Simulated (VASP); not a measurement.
OSZICAR of a VASP run on PbO$_{2}$ (rutile):

### OSZICAR
```
       N       E                     dE             d eps       ncg     rms          rms(c)
DAV:   1     0.582052154808E+03    0.58205E+03   -0.26752E+04  1488   0.207E+03
DAV:   2    -0.623646393131E+02   -0.64442E+03   -0.62410E+03  1614   0.564E+02
DAV:   3    -0.159403983601E+03   -0.97039E+02   -0.95608E+02  1962   0.238E+02
DAV:   4    -0.163326963313E+03   -0.39230E+01   -0.39053E+01  1818   0.517E+01
DAV:   5    -0.163495784740E+03   -0.16882E+00   -0.16879E+00  2012   0.101E+01    0.126E+01
DAV:   6    -0.145943378161E+03    0.17552E+02   -0.19374E+01  2231   0.745E+01    0.412E+00
DAV:   7    -0.141113160910E+03    0.48302E+01   -0.24287E+00  1754   0.118E+01    0.266E+00
DAV:   8    -0.148326868796E+03   -0.72137E+01   -0.19851E+00  1886   0.114E+01    0.144E+00
DAV:   9    -0.142120752243E+03    0.62061E+01   -0.75367E-01  1502   0.745E+00    0.582E-01
DAV:  10    -0.142316627161E+03   -0.19587E+00   -0.30755E-01  1684   0.439E+00    0.343E-01
DAV:  11    -0.142262959943E+03    0.53667E-01   -0.20262E-01  1589   0.437E+00    0.184E-01
DAV:  12    -0.142183708842E+03    0.79251E-01   -0.26618E-02  2262   0.203E+00    0.633E-02
DAV:  13    -0.142261457229E+03   -0.77748E-01   -0.32544E-02  1567   0.159E+00    0.729E-02
DAV:  14    -0.142263620106E+03   -0.21629E-02   -0.13333E-03  2002   0.413E-01    0.343E-02
DAV:  15    -0.142263565395E+03    0.54711E-04   -0.18812E-04  1926   0.153E-01    0.224E-02
DAV:  16    -0.142264753548E+03   -0.11882E-02   -0.36299E-04  1607   0.187E-01    0.716E-03
DAV:  17    -0.142264991934E+03   -0.23839E-03   -0.88441E-05  1628   0.897E-02    0.445E-03
DAV:  18    -0.142264989613E+03    0.23216E-05   -0.21928E-06  2139   0.125E-02    0.384E-03
DAV:  19    -0.142264991868E+03   -0.22550E-05   -0.35061E-07  1518   0.683E-03    0.322E-03
DAV:  20    -0.142264991969E+03   -0.10119E-06   -0.53067E-06  2074   0.272E-02    0.201E-03
DAV:  21    -0.142264992610E+03   -0.64142E-06   -0.32054E-07  1356   0.765E-03    0.146E-03
DAV:  22    -0.142264992521E+03    0.89291E-07   -0.21558E-07  1325   0.364E-03
   1 F= -.14226499E+03 E0= -.14226499E+03  d E =0.000000E+00
       N       E                     dE             ncg
       N       E                     dE             ncg
       N       E                     dE             ncg
```

**Question.** Which electronic solver shows in the log?

**Answer.** It is blocked Davidson (ALGO = Normal, or the opening steps of other solvers). The INCAR had ALGO = Normal.

**Question.** Can the final energy be trusted as converged?

**Answer.** The calculation finished and met its thresholds. It stopped with EDIFF = 1E-7, NELM = 100 (r2SCAN meta-GGA, plane waves, VASP's PBE PAW potentials (set 64)).

The compound is PbO2 in the rutile structure. It was relaxed first.
